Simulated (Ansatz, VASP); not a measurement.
**Zn in two plane-wave programs**

Wanted: the spread between two codes on one cell, functional and k mesh. The structure shown is frame 125 of Ansatz's trajectory.

Calculated with Ansatz 0.2.0; plane waves, with VASP 6.6.1 beside it; single point at PBE.

## (1) Set-up

The cell holds 76 atoms: 76 Zn. Its edges and angles: a = 10.789 Å, b = 10.789 Å, c = 10.789 Å, α = 90.0°, β = 90.0°, γ = 90.0°. As first built, before any earlier steps moved the atoms (in the runner's words): 76 atoms (76 Zn) placed at random at 6.57 g/cm^3 and pushed apart to contact distance.

## (2) Ansatz: dynamics, PBE

Ansatz runs on its default PAW (the set named soft_2) files.

One frame of this run of dynamics is then solved in both programs, so the motion causes no difference.

File input.yaml:

```yaml
crystal:
  lattice:
    - [10.789, 0.0, 0.0]
    - [0.0, 10.789, 0.0]
    - [0.0, 0.0, 10.789]
  atoms:
    - { symbol: Zn, position: [0.99344, 0.49262, 0.05292] }
    - { symbol: Zn, position: [0.04023, 0.54127, 0.37345] }
    - { symbol: Zn, position: [0.87554, 0.25497, 0.8773] }
    - { symbol: Zn, position: [0.48177, 0.90909, 0.51158] }
    - { symbol: Zn, position: [0.43437, 0.77948, 0.95116] }
    - { symbol: Zn, position: [0.32166, 0.97591, 0.92898] }
    - { symbol: Zn, position: [0.09196, 0.52909, 0.64324] }
    - { symbol: Zn, position: [0.94522, 0.68466, 0.17211] }
    - { symbol: Zn, position: [0.47382, 0.46418, 0.49619] }
    - { symbol: Zn, position: [0.00294, 0.35741, 0.23396] }
    - { symbol: Zn, position: [0.62905, 0.66796, 0.98064] }
    - { symbol: Zn, position: [0.47909, 0.3048, 0.04691] }
    - { symbol: Zn, position: [0.46469, 0.69194, 0.44702] }
    - { symbol: Zn, position: [0.2503, 0.78094, 0.8075] }
    - { symbol: Zn, position: [0.25372, 0.45988, 0.35512] }
    - { symbol: Zn, position: [0.17019, 0.17537, 0.97907] }
    - { symbol: Zn, position: [0.99097, 0.32453, 0.69568] }
    - { symbol: Zn, position: [0.07636, 0.92765, 0.56487] }
    - { symbol: Zn, position: [0.79019, 0.24075, 0.28616] }
    - { symbol: Zn, position: [0.31185, 0.05617, 0.48628] }
    - { symbol: Zn, position: [0.55623, 0.96466, 0.90641] }
    - { symbol: Zn, position: [0.35786, 0.28271, 0.82694] }
    - { symbol: Zn, position: [0.09394, 0.36963, 0.89192] }
    - { symbol: Zn, position: [0.90728, 0.20606, 0.09581] }
    - { symbol: Zn, position: [0.73704, 0.61516, 0.22665] }
    - { symbol: Zn, position: [0.49518, 0.10074, 0.69285] }
    - { symbol: Zn, position: [0.52508, 0.67958, 0.18115] }
    - { symbol: Zn, position: [0.65605, 0.34102, 0.44355] }
    - { symbol: Zn, position: [0.28989, 0.5857, 0.54667] }
    - { symbol: Zn, position: [0.61962, 0.04654, 0.27127] }
    - { symbol: Zn, position: [0.09684, 0.35881, 0.49449] }
    - { symbol: Zn, position: [0.1051, 0.71046, 0.50878] }
    - { symbol: Zn, position: [0.48403, 0.50078, 0.93412] }
    - { symbol: Zn, position: [0.6124, 0.12247, 0.05837] }
    - { symbol: Zn, position: [0.66179, 0.25339, 0.65608] }
    - { symbol: Zn, position: [0.50724, 0.40844, 0.71281] }
    - { symbol: Zn, position: [0.19545, 0.2516, 0.28773] }
    - { symbol: Zn, position: [0.45892, 0.85224, 0.73601] }
    - { symbol: Zn, position: [0.85409, 0.64929, 0.96818] }
    - { symbol: Zn, position: [0.27257, 0.45585, 0.00057] }
    - { symbol: Zn, position: [0.34705, 0.55968, 0.76393] }
    - { symbol: Zn, position: [0.2941, 0.80814, 0.5873] }
    - { symbol: Zn, position: [0.67321, 0.56827, 0.47259] }
    - { symbol: Zn, position: [0.12374, 0.87444, 0.96994] }
    - { symbol: Zn, position: [0.8247, 0.419, 0.57494] }
    - { symbol: Zn, position: [0.75736, 0.06222, 0.87207] }
    - { symbol: Zn, position: [0.07049, 0.04325, 0.17337] }
    - { symbol: Zn, position: [0.03748, 0.15037, 0.55911] }
    - { symbol: Zn, position: [0.9717, 0.99575, 0.76461] }
    - { symbol: Zn, position: [0.72181, 0.44402, 0.77477] }
    - { symbol: Zn, position: [0.2917, 0.00216, 0.70497] }
    - { symbol: Zn, position: [0.32348, 0.78215, 0.14825] }
    - { symbol: Zn, position: [0.88826, 0.7223, 0.38772] }
    - { symbol: Zn, position: [0.62903, 0.75642, 0.59003] }
    - { symbol: Zn, position: [0.83319, 0.45295, 0.3515] }
    - { symbol: Zn, position: [0.34538, 0.27945, 0.47325] }
    - { symbol: Zn, position: [0.85362, 0.76024, 0.61634] }
    - { symbol: Zn, position: [0.85659, 0.98167, 0.57045] }
    - { symbol: Zn, position: [0.14455, 0.67083, 0.06616] }
    - { symbol: Zn, position: [0.65574, 0.05258, 0.49445] }
    - { symbol: Zn, position: [0.94378, 0.01008, 0.98901] }
    - { symbol: Zn, position: [0.25619, 0.91637, 0.31745] }
    - { symbol: Zn, position: [0.35525, 0.12255, 0.09785] }
    - { symbol: Zn, position: [0.75671, 0.80604, 0.10627] }
    - { symbol: Zn, position: [0.6469, 0.25933, 0.88167] }
    - { symbol: Zn, position: [0.1423, 0.58816, 0.85567] }
    - { symbol: Zn, position: [0.56042, 0.63455, 0.76776] }
    - { symbol: Zn, position: [0.69751, 0.84033, 0.32183] }
    - { symbol: Zn, position: [0.93442, 0.51501, 0.80489] }
    - { symbol: Zn, position: [0.74013, 0.83411, 0.8748] }
    - { symbol: Zn, position: [0.02101, 0.90163, 0.34261] }
    - { symbol: Zn, position: [0.82395, 0.20326, 0.50662] }
    - { symbol: Zn, position: [0.14571, 0.72147, 0.28657] }
    - { symbol: Zn, position: [0.47616, 0.87255, 0.28847] }
    - { symbol: Zn, position: [0.77894, 0.42778, 0.99664] }
    - { symbol: Zn, position: [0.66577, 0.95232, 0.69691] }
kpoints:
  mp_grid: { grid: [1, 1, 1] }
hamiltonian:
  xc: pbe
scf:
  occupations: { method: fermi_dirac, width: 0.062 }
output:
  forces: true
  stress: true
md:
  timestep: 4.0
  n_steps: 375
  ensemble: nvt_nose_hoover
  temperature: 1223
  initial_velocities: maxwell_boltzmann
  seed: 7
  temperature_schedule:
    - { n_steps: 46, end_temperature: 1223 }
    - { n_steps: 46, end_temperature: 723 }
```

The run is started by

```console
$ ansatz run input.yaml --threads 8 --pin off --max-ram 15360MiB --backend cpu --events-out ev --progress --plain --runs-dir out
```

Numbers of over 12 decimals in the logs are rounded to 6 here.

The log of the run:

```text
Warning: md: disabling space-group detection — thermal motion breaks the input geometry's symmetry, so no spatial operation reduces the k-mesh or symmetrises the density; time reversal is kept, so that k and −k are solved as one point where they differ and the mesh holds both, and exact exchange and, on two spinor components, a DFT+U term hold to it where the run has them: on two components no moment then forms, and  [...]
Warning: output.stress: scf.convergence.dr2_threshold = 7.6e-8 eV (the default of an md: trajectory) is looser than the 7.6e-9 eV advised for a printed stress (1e-10 eV for each atom of the cell: 76). What an SCF threshold leaves in a stress goes as its square root, and in the free energy as the threshold itself, and one threshold admits the most on a small cell: [figures from the program's tests cut] Set scf.converg [...]
Engine: ansatz 0.2.0, aarch64-unknown-linux-gnu
Pseudopotentials: kind: paw
Pseudopotential: Zn, paw, valence charge 12, recommended cutoff 420 eV (normal), Zn.paw.azcp
Functional definition: PBE
  parameter kappa = 0.804
  parameter beta = 0.066725
  exchange = pbe_x(kappa = kappa, mu = beta*pi^2/3)
  correlation = pbe_c(beta = beta)
Crystal: 76 atoms, lattice volume = 1255.867 Å³
Basis set: ecut = 420 eV, 24573 PW (Γ), exchange–correlation on 150×150×150 points (8 copies of the dense FFT grid, shifted against one another)
Bands: 548, of which v1, the nominal top of the filled ones, is band 456 counted from 1 (455 counted from 0)
Symmetry: 1 space group operations
k-points: 1
Non-local potential: Zn, projectors of the file, l = 0: 2, l = 1: 2, l = 2: 3, l = 3: 1
PAW form: soft (Blöchl's): semilocal exchange-correlation on the pseudo side does not see the compensation charge
PAW one-centre angular grid: Zn, 590 points (default); XC on 64 Gauss nodes
Initial density: superposition of atomic densities (neutral atoms: chi_scale 0, normalization atom), corrected by the library's trained network
Initial wavefunctions: pseudopotential atomic-orbital guess
Functional: x = pbe(κ = 0.804, μ = 0.219515), c = pbe(β = 0.066725)
SCF iter   1: F=—  HF=-252232.454228 eV  |F-HF|=—  |Δ(HF+E_count)|=         —  Δρ=4.23e-3  dr2=1.37e0  ethr=1.77e-3  ⟨swp⟩=5.0  Hψ=2197  notcnv=0  defer=67
preconditioner: auto → LDOS  [metal: Δε(μ)=0.048 eV  Ē_g=10.627 eV  σ=0.062 eV  W_gap=0.19  n_scr=364 (ndim 8)  ℏωp=31.6 eV  f_vac=0.033  D(μ)=19.56/eV (n_scr^D=92)  β→1.0]
SCF iter   2: F=—  HF=-252232.319285 eV  |F-HF|=—  |Δ(HF+E_count)|=   1.35e-1  Δρ=3.49e-3  dr2=4.17e-1  ethr=1.50e-4  ⟨swp⟩=3.0  Hψ=1106  notcnv=0  defer=73
SCF iter   3: F=—  HF=-252232.245552 eV  |F-HF|=—  |Δ(HF+E_count)|=   7.37e-2  Δρ=1.90e-3  dr2=5.87e-2  ethr=4.57e-5  ⟨swp⟩=2.0  Hψ=950  notcnv=0  defer=73
SCF iter   4: F=—  HF=-252232.230849 eV  |F-HF|=—  |Δ(HF+E_count)|=   1.47e-2  Δρ=6.81e-4  dr2=8.71e-3  ethr=6.43e-6  ⟨swp⟩=2.0  Hψ=931  notcnv=0  defer=73
SCF iter   5: F=—  HF=-252232.228956 eV  |F-HF|=—  |Δ(HF+E_count)|=   1.89e-3  Δρ=1.55e-4  dr2=6.86e-4  ethr=9.55e-7  ⟨swp⟩=2.0  Hψ=927  notcnv=0  defer=73
SCF iter   6: F=—  HF=-252232.229078 eV  |F-HF|=—  |Δ(HF+E_count)|=   1.22e-4  Δρ=7.18e-5  dr2=1.10e-4  ethr=7.52e-8  ⟨swp⟩=3.0  Hψ=1001  notcnv=0  defer=73
SCF iter   7: F=—  HF=-252232.229096 eV  |F-HF|=—  |Δ(HF+E_count)|=   1.87e-5  Δρ=4.96e-5  dr2=2.58e-5  ethr=1.21e-8  ⟨swp⟩=2.0  Hψ=934  notcnv=0  defer=73
SCF iter   8: F=—  HF=-252232.228235 eV  |F-HF|=—  |Δ(HF+E_count)|=   8.61e-4  Δρ=1.69e-5  dr2=4.77e-6  ethr=2.83e-9  ⟨swp⟩=2.0  Hψ=1003  notcnv=0  defer=73
SCF iter   9: F=—  HF=-252232.228236 eV  |F-HF|=—  |Δ(HF+E_count)|=   9.90e-7  Δρ=5.65e-6  dr2=6.98e-7  ethr=5.23e-10  ⟨swp⟩=2.0  Hψ=922  notcnv=0  defer=73
SCF iter  10: F=—  HF=-252232.228236 eV  |F-HF|=—  |Δ(HF+E_count)|=   2.46e-7  Δρ=3.51e-6  dr2=1.69e-7  ethr=7.65e-11  ⟨swp⟩=2.0  Hψ=930  notcnv=0  defer=73
SCF iter  11: F=-252232.228236 eV  HF=-252232.228236 eV  |F-HF|=1.80e-8  |Δ(HF+E_count)|=   5.38e-9  Δρ=1.57e-6  dr2=4.12e-8  ethr=8.33e-12  ⟨swp⟩=4.0  Hψ=1920  notcnv=0
[...]
md step   364: t =  1456.00 fs  T =   737.1 K (target 723.0 K)  F+E_penalty+E_count = -252245.19891933 eV  E_kin = 7.145343 eV  conserved = -252220.39153889 eV  P_inst = 2.8257 GPa  (4 SCF iters)
md step   365: t =  1460.00 fs  T =   745.0 K (target 723.0 K)  F+E_penalty+E_count = -252245.20408103 eV  E_kin = 7.222257 eV  conserved = -252220.39199276 eV  P_inst = 2.8298 GPa  (4 SCF iters)
md step   366: t =  1464.00 fs  T =   753.5 K (target 723.0 K)  F+E_penalty+E_count = -252245.20842839 eV  E_kin = 7.304614 eV  conserved = -252220.39226107 eV  P_inst = 2.8374 GPa  (3 SCF iters)
md step   367: t =  1468.00 fs  T =   762.1 K (target 723.0 K)  F+E_penalty+E_count = -252245.20774241 eV  E_kin = 7.388435 eV  conserved = -252220.39220103 eV  P_inst = 2.8498 GPa  (4 SCF iters)
md step   368: t =  1472.00 fs  T =   771.0 K (target 723.0 K)  F+E_penalty+E_count = -252245.20271011 eV  E_kin = 7.474368 eV  conserved = -252220.39177859 eV  P_inst = 2.8668 GPa  (4 SCF iters)
md step   369: t =  1476.00 fs  T =   780.7 K (target 723.0 K)  F+E_penalty+E_count = -252245.19929935 eV  E_kin = 7.568016 eV  conserved = -252220.39112848 eV  P_inst = 2.8870 GPa  (4 SCF iters)
md step   370: t =  1480.00 fs  T =   792.0 K (target 723.0 K)  F+E_penalty+E_count = -252245.20664435 eV  E_kin = 7.677846 eV  conserved = -252220.39054386 eV  P_inst = 2.9085 GPa  (8 SCF iters)
md step   371: t =  1484.00 fs  T =   805.7 K (target 723.0 K)  F+E_penalty+E_count = -252245.23261562 eV  E_kin = 7.810842 eV  conserved = -252220.39036568 eV  P_inst = 2.9291 GPa  (4 SCF iters)
md step   372: t =  1488.00 fs  T =   821.9 K (target 723.0 K)  F+E_penalty+E_count = -252245.27873158 eV  E_kin = 7.967518 eV  conserved = -252220.39080520 eV  P_inst = 2.9483 GPa  (4 SCF iters)
md step   373: t =  1492.00 fs  T =   839.5 K (target 723.0 K)  F+E_penalty+E_count = -252245.33700901 eV  E_kin = 8.138800 eV  conserved = -252220.39179963 eV  P_inst = 2.9673 GPa  (4 SCF iters)
md step   374: t =  1496.00 fs  T =   856.9 K (target 723.0 K)  F+E_penalty+E_count = -252245.39085913 eV  E_kin = 8.306863 eV  conserved = -252220.39300355 eV  P_inst = 2.9892 GPa  (4 SCF iters)
[...]
md step   375: t =  1500.00 fs  T =   871.6 K (target 723.0 K)  F+E_penalty+E_count = -252245.42024237 eV  E_kin = 8.450188 eV  conserved = -252220.39392916 eV  P_inst = 3.0175 GPa  (8 SCF iters)
SCF converged after 8 iterations
Free energy (F): -252245.420242 eV
Harris-Foulkes:  -252245.420242 eV  (|F-HF|=8.24e-9)
Internal energy: -252245.275931 eV  (E = F + TS)
E sigma→0 (E₀):  -252245.348087 eV
Entropy (-TS):   -0.144311 eV (-1.899 meV/atom)
Fermi energy:    9.069884 eV
--- Per-component energies (eV) ---
  E_band       = 2626.836342
  E_kinetic    = 9948.452975
  E_local      = -126219.816595  (includes V_loc(G=0)·N_el)
  E_nonlocal   = 46382.789107
  E_hartree    = 53113.013616
  E_xc         = -10466.765593
  E_vxc        = -3995.797648  (∫ρ·V_xc dr)
  E_paw        = -138651.556911  (= ΣΔE_a)
  E_vpaw       = -29714.787036  (= ΣTr[D̂ρ^β])
  E_aug_tail   = -0.027314  (compensation charges beyond the density's cutoff)
  E_ewald      = -86351.365218
  E_smearing   = -0.144311  (= −TS)
  E_closure    = -0.000000  (closes the sum)
  Σ components = -252245.420242   (vs F -252245.420242, Δ=0.00e0)
--- Forces (eV/Å), atoms counted from 1 ---
  atom   1  Zn     1.19006707    -0.48099425     0.32107035
  atom   2  Zn    -0.66450961     0.55791950    -0.77307495
  atom   3  Zn    -0.46062765     0.75793891    -0.09476355
  atom   4  Zn     0.84741923     0.53362105     0.20924027
  atom   5  Zn    -0.43621027     0.06434596    -0.34576342
  atom   6  Zn     0.17686873     1.15506550     0.65551111
  atom   7  Zn     0.11199388     0.21611069    -0.16867236
  atom   8  Zn    -0.22107062     0.60147104     0.25424811
  atom   9  Zn    -0.23095217    -0.21853391    -0.15388103
  atom  10  Zn     0.12087337    -0.06063271    -0.40106663
  atom  11  Zn    -1.31247985     0.50928364    -1.22026036
  atom  12  Zn    -0.77897852    -0.32687440     0.94565150
  atom  13  Zn     0.32470779    -0.50861985    -0.65663784
  atom  14  Zn    -0.55386453     0.01587008     0.21415410
  atom  15  Zn     1.45886692    -1.07642576    -0.39616314
  atom  16  Zn     0.05413994    -0.40155011     0.32125361
  atom  17  Zn    -0.81654427     0.02889375     0.20234975
  atom  18  Zn     0.15476624    -0.03732035     0.75271392
  atom  19  Zn    -0.90574277    -0.31370681     0.74934533
  atom  20  Zn    -0.17059647     0.18993041    -0.77937705
  atom  21  Zn     0.61976618    -0.46176482    -0.68232084
  atom  22  Zn    -0.36573850     0.28093596     0.03507070
  atom  23  Zn     0.35678184    -0.72436434     0.12262145
  atom  24  Zn     0.77563579    -0.57295458    -0.85297450
[...]
atom  69  Zn     0.19752950    -0.93751820    -0.52773993
  atom  70  Zn     0.38630175     0.56787583    -0.02746621
  atom  71  Zn     0.12559189    -0.13854389    -0.15288625
  atom  72  Zn     0.27604428     0.48826141    -0.48191699
  atom  73  Zn     0.11662010     0.16937784    -0.56261754
  atom  74  Zn     0.24483476     0.20977189     0.17261729
  atom  75  Zn    -0.57168410     0.87254904     0.27006344
  atom  76  Zn    -0.44227453    -0.73527052    -0.05607118
  max |Σ_I F_I| component: 7.62e-6 eV/Å
--- Stress (GPa, compression-positive) ---
        2.458071      -0.221747      -0.762465
       -0.221747       1.982618      -0.784640
       -0.762465      -0.784640       2.427081
  P = ⅓ Tr σ = 2.2893 GPa (22.893 kbar)
--- MD trajectory: 375 steps, t = 0.0 → 1500.0 fs ---
  final state: T = 871.6 K   F+E_penalty+E_count = -252245.42024237 eV   E_kin = 8.450188 eV
  conserved energy: peak-to-peak 4.523e-2 eV (5.952e-4 eV/atom) over 1500.0 fs
```

[end of part 1 of 2]

[Lines on the potential files, build, host, timing and source positions are cut from VASP's logs without a mark.]

[Logs are printed without paths, hosts, clocks, repeated set-up lines and the standing remarks that a program may print on its own settings, such as how far it seeks lower states.]

[Hosts, paths, dates, database ids (printed as entryN), source tags and the programs' standing remarks are cut or masked in the printed files.]
